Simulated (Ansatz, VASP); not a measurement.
# Cross-check of AlGaN2 (alloy, x = 0.5, one random ordering in a cell of 16 atoms (invented)) between VASP and Ansatz, part 2 of 3

Aim: how closely do two programs agree when they are given the same cell, functional and k mesh? The cell is generated by rule, not measured, and may not be a known phase. The cell is taken from a series of runs on this material, whose earlier steps may have relaxed, scaled, displaced or heated it; both programs get it as it stands.

VASP 6.6.1 and Ansatz 0.2.0.

So far: The structure; VASP: relaxation of cell and atoms, r2SCAN, pair 1.

### Step 3. Ansatz: relaxation of cell and atoms, r2SCAN, pair 1

Level of this step: Ansatz beside VASP: Kohn-Sham DFT, plane waves, r2SCAN (Ansatz).

Ansatz runs on its PAW soft_1 files.

The same cell, functional, mesh and smearing now go to Ansatz.

input.yaml

```yaml
crystal:
  lattice:
    - [-3.1344417625, 3.1338416747, 4.4360189057]
    - [3.1344417625, -3.1338416747, 4.4360189057]
    - [3.1344417625, 3.1338416747, -4.4360189057]
  atoms:
    - { symbol: Ga, position: [0.0003599802, 2.10283e-05, 0.5003389519] }
    - { symbol: Ga, position: [0.4997741837, -0.0002258163, 0.5] }
    - { symbol: Al, position: [0.0002229599, 0.0002229599, 0.0] }
    - { symbol: Al, position: [0.4993927521, 3.56511e-05, -0.0006428989] }
    - { symbol: Al, position: [0.00067855, 0.5000356511, 0.0006428989] }
    - { symbol: Ga, position: [0.4997741837, 0.4997741837, 0.0] }
    - { symbol: Al, position: [0.0002229599, 0.5002229599, 0.5] }
    - { symbol: Ga, position: [0.4996820764, 0.5000210283, 0.4996610481] }
    - { symbol: "N", position: [0.119740488, 0.8695398535, 0.2393029136] }
    - { symbol: "N", position: [0.6221351751, 0.8776257131, 0.244509462] }
    - { symbol: "N", position: [0.1277831169, 0.8723430361, 0.7554400808] }
    - { symbol: "N", position: [0.6302369399, 0.8804375744, 0.7606970864] }
    - { symbol: "N", position: [0.119740488, 0.3804375744, 0.7502006345] }
    - { symbol: "N", position: [0.633116251, 0.3776257131, 0.755490538] }
    - { symbol: "N", position: [0.1169029552, 0.3723430361, 0.2445599192] }
    - { symbol: "N", position: [0.6302369399, 0.3695398535, 0.2497993655] }
kpoints:
  mp_grid: { grid: [4, 4, 4] }
hamiltonian:
  xc: r2scan
  pseudopotentials: { kind: paw, azcp: { folder: soft_1 } }
scf:
  occupations: { method: gaussian, width: 0.02 }
output:
  forces: true
  stress: true
  eigenvalues: true
  write_density: true
  write_potential: true
  elf: true
  volumetric_format: npy
basis:
  ecutwfc: 600.0
relax:
  adjacent_minimum: "off"
  f_tol: 0.005
  max_steps: 80
  cell: { stress_tol: 0.05 }
```

Launch:

```sh
$ ansatz run input.yaml --threads 4 --pin off --max-ram 10240MiB --backend cpu --events-out ev --progress --plain --runs-dir out
```

Numbers of over 12 decimals in the logs are rounded to 6 here.

Log:

```text
Engine: ansatz 0.2.0, x86_64-unknown-linux-gnu
Pseudopotentials: kind: paw
Pseudopotential: Ga, paw, valence charge 13, recommended cutoff 500 eV (meta_gga), soft_1/Ga.paw.azcp
Pseudopotential: Al, paw, valence charge 3, recommended cutoff 500 eV (meta_gga), soft_1/Al.paw.azcp
Pseudopotential: N, paw, valence charge 5, recommended cutoff 500 eV (meta_gga), soft_1/N.paw.azcp
Functional definition: r2SCAN
  parameter k0 = 0.174
  parameter k1 = 0.065
  parameter a1 = 4.9479
  exchange = r2scan_x(k0 = k0, k1 = k1, a1 = a1)
  correlation = r2scan_c
Crystal: 16 atoms, lattice volume = 174.297 Å³
Basis set: ecut = 600 eV, 5817 PW (Γ), exchange–correlation on 216×216×216 points (64 copies of the dense FFT grid, shifted against one another)
Bands: 68, of which v1, the nominal top of the filled ones, is band 52 counted from 1 (51 counted from 0)
Symmetry: 4 space group operations
Space group: Ima2 (ITA 46), of the structure as read, at distance tolerance 5.6e-5 Å
k-points: 18 of 64 (time reversal used)
Non-local potential: Ga, projectors of the file, l = 0: 2, l = 1: 2, l = 2: 3, l = 3: 1
Non-local potential: Al, projectors of the file, l = 0: 2, l = 1: 2, l = 2: 1
Non-local potential: N, projectors of the file, l = 0: 2, l = 1: 2, l = 2: 1
PAW form: soft (Blöchl's): semilocal exchange-correlation on the pseudo side does not see the compensation charge
PAW frozen core: Ga, regenerated for the run's functional (the file was generated under x = pbe(κ = 0.804, μ = 0.219515), c = pbe(β = 0.066725))
PAW frozen core: Al, regenerated for the run's functional (the file was generated under x = pbe(κ = 0.804, μ = 0.219515), c = pbe(β = 0.066725))
PAW frozen core: N, regenerated for the run's functional (the file was generated under x = pbe(κ = 0.804, μ = 0.219515), c = pbe(β = 0.066725))
PAW one-centre angular grid: Ga, 590 points (default); XC on 160 Gauss nodes
PAW one-centre angular grid: Al, 302 points (default); XC on 160 Gauss nodes
PAW one-centre angular grid: N, 302 points (default); XC on 160 Gauss nodes
Initial density: superposition of atomic densities (chi_scale 0.1, normalization cell, long waves kept (reshape's long-wave potential 0.10 eV rms))
Initial wavefunctions: pseudopotential atomic-orbital guess
Functional: x = r2scan, c = r2scan; τ floored in thin density (d = 2e-4 eV/Å³)
SCF iter   1: F=—  HF=-20424.992089 eV  |F-HF|=—  |Δ(HF+E_count)|=         —  Δρ=1.28e-1  dr2=2.69e1  dr2_τ=3.07e0  ethr=3.10e-3  ⟨swp⟩=6.1  Hψ=4633  notcnv=0  defer=60
preconditioner: auto → Resta (q_TF=auto, 2.503 Å⁻¹)  ε∞=3.7  [insulator: Δε(μ)=3.998 eV  Ē_g=17.508 eV  σ=0.020 eV  W_gap=1.00  n_scr=58 (ndim 8)  ℏωp=28.7 eV  f_vac=0.000  D(μ)=0.00/eV (n_scr^D=0)  ε∞_Penn≈3.7]
SCF iter   2: F=—  HF=-20418.832844 eV  |F-HF|=—  |Δ(HF+E_count)|=    6.16e0  Δρ=5.17e-2  dr2=2.90e0  dr2_τ=4.74e-1  ethr=3.10e-3  ⟨swp⟩=3.0  Hψ=2578  notcnv=0  defer=178
SCF iter   3: F=—  HF=-20419.229778 eV  |F-HF|=—  |Δ(HF+E_count)|=   3.97e-1  Δρ=2.10e-2  dr2=5.64e-1  dr2_τ=3.38e-2  ethr=2.78e-3  ⟨swp⟩=2.0  Hψ=1179  notcnv=0  defer=178
SCF iter   4: F=—  HF=-20419.230001 eV  |F-HF|=—  |Δ(HF+E_count)|=   2.23e-4  Δρ=3.81e-3  dr2=1.24e-2  dr2_τ=1.08e-3  ethr=5.42e-4  ⟨swp⟩=3.0  Hψ=2092  notcnv=0  defer=178
SCF iter   5: F=—  HF=-20419.237500 eV  |F-HF|=—  |Δ(HF+E_count)|=   7.50e-3  Δρ=1.38e-3  dr2=2.94e-3  dr2_τ=1.80e-4  ethr=1.20e-5  ⟨swp⟩=2.0  Hψ=2040  notcnv=0  defer=178
SCF iter   6: F=—  HF=-20419.235796 eV  |F-HF|=—  |Δ(HF+E_count)|=   1.70e-3  Δρ=4.15e-4  dr2=3.55e-4  dr2_τ=1.56e-5  ethr=2.83e-6  ⟨swp⟩=2.0  Hψ=2073  notcnv=0  defer=178
SCF iter   7: F=—  HF=-20419.235770 eV  |F-HF|=—  |Δ(HF+E_count)|=   2.61e-5  Δρ=8.59e-5  dr2=9.87e-6  dr2_τ=5.83e-7  ethr=3.41e-7  ⟨swp⟩=2.0  Hψ=1960  notcnv=0  defer=178
SCF iter   8: F=—  HF=-20419.235735 eV  |F-HF|=—  |Δ(HF+E_count)|=   3.46e-5  Δρ=4.64e-5  dr2=3.55e-6  dr2_τ=4.52e-7  ethr=9.49e-9  ⟨swp⟩=2.0  Hψ=2148  notcnv=0  defer=178
SCF iter   9: F=—  HF=-20419.235734 eV  |F-HF|=—  |Δ(HF+E_count)|=   6.24e-7  Δρ=1.42e-5  dr2=4.04e-7  dr2_τ=3.82e-8  ethr=3.42e-9  ⟨swp⟩=2.0  Hψ=1982  notcnv=0  defer=178
SCF iter  10: F=-20419.235734 eV  HF=-20419.235734 eV  |F-HF|=6.37e-9  |Δ(HF+E_count)|=   1.38e-9  Δρ=4.41e-6  dr2=3.45e-8  dr2_τ=1.09e-9  ethr=9.62e-11  ⟨swp⟩=18.1  Hψ=9165  notcnv=0
SCF 1 converged in 10 iterations: F = -20419.235734 eV  dr2 = 3.45e-8
  greatest PAW one-centre occupation: 0.994 electrons in one spin orbital (limit 2), on the Ga atom at site 1 (counted from 0), in its partial waves of l = 2
relax step   1: F+E_penalty+E_count = -20419.23573427 eV  Δ(F+E_penalty+E_count) = +0.000e0 eV  max|allowed force component| = 1.164e-2 eV/Å  Δτ_max = 0.0000 Å  P = -0.009 GPa  Ω = 174.297 Å³  (10 SCF iters, dr2 threshold 1.00e-7 eV, accepted)
[...]
relax step   3: F+E_penalty+E_count = -20419.23574924 eV  Δ(F+E_penalty+E_count) = -3.916e-6 eV  max|allowed force component| = 2.637e-3 eV/Å  Δτ_max = 0.0002 Å  P = -0.000 GPa  Ω = 174.290 Å³  energy of the carried Pulay correction = +1.706e-6 eV  (5 SCF iters, dr2 threshold 1.91e-9 eV, accepted)
[...]
relax step   4: F+E_penalty+E_count = -20419.23574476 eV  Δ(F+E_penalty+E_count) = +4.483e-6 eV  max|allowed force component| = 2.642e-3 eV/Å  Δτ_max = 0.0000 Å  P = -0.000 GPa  Ω = 174.290 Å³  stress off target by 2.00e-3 GPa  SCF on the basis re-selected at this cell (its energy is not comparable with the rows above)  (3 SCF iters)
basis re-selected at this cell: Δ(F+E_penalty+E_count) = +4.483e-6 eV, ΔP = -0.000 GPa vs the last step (what re-selecting the basis moved, of the pressure what is left beyond the Pulay correction that the steps carried, after the strain that the cell walked since its last selection, with what the two solves' SCF thresholds leave and, on support functions, any second-order correction that the steps lacked; it is no m [...]
SCF converged after 3 iterations
Free energy (F): -20419.235745 eV
Harris-Foulkes:  -20419.235745 eV  (|F-HF|=3.64e-11)
Internal energy: -20419.235745 eV  (E = F + TS)
E sigma→0 (E₀):  -20419.235745 eV
Fermi energy:    9.859191 eV
--- Per-component energies (eV) ---
  E_band       = -48.413099
  E_kinetic    = 1592.479210
  E_local      = -7865.448881  (includes V_loc(G=0)·N_el)
  E_nonlocal   = -37.066044
  E_hartree    = 4573.072347
  E_xc         = -848.505009
  E_vxc        = -1031.539150  (∫ρ·V_xc dr)
  E_paw        = -10986.443350  (= ΣΔE_a)
  E_vpaw       = -1908.702514  (= ΣTr[D̂ρ^β])
  E_aug_tail   = 0.000106  (compensation charges beyond the density's cutoff)
  E_vtau       = 55.719707  (kinetic-family band-sum trace: ∫τ·v_τ [+ j·A + Jᵃ·Aᵃ] dr)
  E_ewald      = -6844.234911
  E_core_change = -3.089212  (= ΣΔE_core)
  E_smearing   = -0.000000  (= −TS)
  E_closure    = 0.000000  (closes the sum)
  Σ components = -20419.235745   (vs F -20419.235745, Δ=0.00e0)
--- Forces (eV/Å), atoms counted from 1 ---
  atom   1  Ga     0.00000000    -0.00121898     0.00093274
  atom   2  Ga     0.00000000    -0.00000000     0.00053496
  atom   3  Al    -0.00000000     0.00000000     0.00165096
  atom   4  Al    -0.00000000    -0.00264203     0.00102718
  atom   5  Al    -0.00000000     0.00264203     0.00102718
  atom   6  Ga     0.00000000    -0.00000000     0.00053496
  atom   7  Al    -0.00000000     0.00000000     0.00165096
  atom   8  Ga     0.00000000     0.00121898     0.00093274
  atom   9  N     -0.00007622    -0.00019106    -0.00098571
  atom  10  N      0.00000000     0.00176526    -0.00102986
  atom  11  N      0.00000000     0.00191224    -0.00114228
  atom  12  N      0.00007622     0.00019106    -0.00098571
  atom  13  N      0.00007622    -0.00019106    -0.00098571
  atom  14  N      0.00000000    -0.00176526    -0.00102986
  atom  15  N      0.00000000    -0.00191224    -0.00114228
  atom  16  N     -0.00007622     0.00019106    -0.00098571
  max |Σ_I F_I| component: 4.56e-6 eV/Å
--- Stress (GPa, compression-positive) ---
       -0.001533       0.000000       0.000000
        0.000000       0.002001       0.000000
        0.000000       0.000000      -0.000910
  P = ⅓ Tr σ = -0.0001 GPa (-0.001 kbar)
--- Band table (eV; the first three rows and the last of 18) ---
  k-point 0: bands = [... 48 lower, 7.5556, 8.1214, 8.1840, 8.2023, 11.5161, 12.0181, 12.0636, 12.0919, ... 12 higher]
  k-point 1: bands = [... 48 lower, 7.3874, 7.4822, 7.8032, 7.8163, 12.6919, 12.9662, 13.2726, 13.3011, ... 12 higher]
  k-point 2: bands = [... 48 lower, 7.1915, 7.3390, 7.3632, 7.5438, 13.9491, 14.0323, 14.8783, 14.8827, ... 12 higher]
  k-point 17: bands = [... 48 lower, 7.2117, 7.3498, 7.3577, 7.5567, 13.9347, 13.9891, 14.8558, 14.8597, ... 12 higher]
--- Relaxed structure (3 steps of the walk, 3 accepted, 1 SCFs on fresh bases) ---
  F+E_penalty+E_count = -20419.23574476 eV   max|allowed force component| = 2.642e-3 eV/Å   (the final SCF, on the basis selected at the relaxed cell)
  cell:  # Å, volume = 174.2904 Å³
    - [-3.133982, 3.134029, 4.436230]
    - [3.133982, -3.134029, 4.436230]
    - [3.133982, 3.134029, -4.436230]
  atoms:
    - { symbol: Ga, position: [0.000272274, 2.6698876251174397e-5, 0.500246] }
    - { symbol: Ga, position: [0.499774, -0.000226199, 0.500000] }
    - { symbol: Al, position: [0.000207829, 0.000207829, 0] }
    - { symbol: Al, position: [0.499358, 2.9952564899793366e-5, -0.000671504] }
    - { symbol: Al, position: [0.000701456, 0.500030, 0.000671504] }
    - { symbol: Ga, position: [0.499774, 0.499774, 3.54204913564211e-17] }
    - { symbol: Al, position: [0.000207829, 0.500208, 0.5] }
    - { symbol: Ga, position: [0.499781, 0.500027, 0.499754] }
    - { symbol: N, position: [0.119743, 0.869539, 0.239296] }
    - { symbol: N, position: [0.622132, 0.877624, 0.244508] }
    - { symbol: N, position: [0.127783, 0.872352, 0.755431] }
    - { symbol: N, position: [0.630242, 0.880447, 0.760704] }
    - { symbol: N, position: [0.119743, 0.380447, 0.750204] }
    - { symbol: N, position: [0.633116, 0.377624, 0.755492] }
    - { symbol: N, position: [0.116920, 0.372352, 0.244569] }
    - { symbol: N, position: [0.630242, 0.369539, 0.249796] }
```

In the SCF lines HF is the Harris–Foulkes energy and dr2 the Hartree energy of the density residual, in eV; the loop may stop once dr2 is under the threshold and the program's other checks hold. Hψ counts applications of the Hamiltonian.

### Step 4. Differences

Known differences besides the potentials themselves: VASP keeps PBE cores, Ansatz makes them for the functional; the cutoff is 600 eV in Ansatz and 660 eV in VASP; Ansatz adds a Pulay correction to the stress that steers its cell, VASP none. Total energies have different zeros and are not compared.

The two programs side by side:

```
                                         quantity  Ansatz    VASP  difference
                                      volume (Å³)  174.29  174.61     -0.18 %
edge a after relaxation, in the typed setting (Å)   6.271   6.275     -0.06 %
```

(Continued in part 3 of 3.)

[Lines on the potential files, build, host, timing and source positions are cut from VASP's logs without a mark.]

[Logs are printed without paths, hosts, clocks, repeated set-up lines and the standing remarks that a program may print on its own settings, such as how far it seeks lower states.]

[Hosts, paths, dates, database ids (printed as entryN), source tags and the programs' standing remarks are cut or masked in the printed files.]
